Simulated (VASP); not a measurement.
Crystal: MgBe.

```xyz
2
Lattice="2.3995 0.0000 0.0000 -1.1998 2.0781 0.0000 0.0000 0.0000 4.9009" Properties=species:S:1:pos:R:3 pbc="T T T"
Mg    0.0000    0.0000    0.2124
Be    0.0000    0.0000    2.8940
```

The cell was built by a generator and needn't be a form met in nature.

```yaml
Program: VASP 6.6.1
Task: relaxation of cell and atoms
Functional: PBE
Potentials_or_basis: VASP PAW PBE potentials, release 64 (Mg, Be)
Cutoff: 600 eV
k_mesh: 13 × 13 × 6
Occupations: methfessel-paxton, width 0.2 eV
Spin: no spin polarisation
```

At the start: pressure 33.7 GPa; volume 12.22 Å³/atom.

Question: How do energy, volume and symmetry change on relaxing?

Answer: Over 9 steps the energy falls by 500.5 meV/atom and the volume is 17.45 Å³/atom (+42.8 %); space group P6/mmm (No. 191, to 0.05 Å).

Step by step:
```tsv
step	energy change (eV)	largest force (eV/Å)	pressure (GPa)	volume (Å³)
1	0.0000	1.7368	33.73	24.44
2	-0.9905	0.2426	0.24	34.68
3	-0.9914	0.2082	-0.39	35.17
4	-0.9912	0.2246	-0.09	34.93
5	-0.9968	0.1495	0.03	34.83
6	-1.0007	0.0265	0.31	34.64
7	-1.0007	0.0312	0.29	34.65
8	-1.0011	0.0133	0.02	34.85
9	-1.0011	0.0095	-0.04	34.90
```

Final structure:
```
CELL_PARAMETERS angstrom
2.73380 0.00000 0.00000
-1.36690 2.36754 0.00000
0.00000 0.00000 5.39210
ATOMIC_POSITIONS crystal
Mg 0.00000 0.00000 0.06666
Be 0.00000 0.00000 0.56720
```

Caveat: the volume moved by over 15 % at a fixed basis, so the end points are rough.
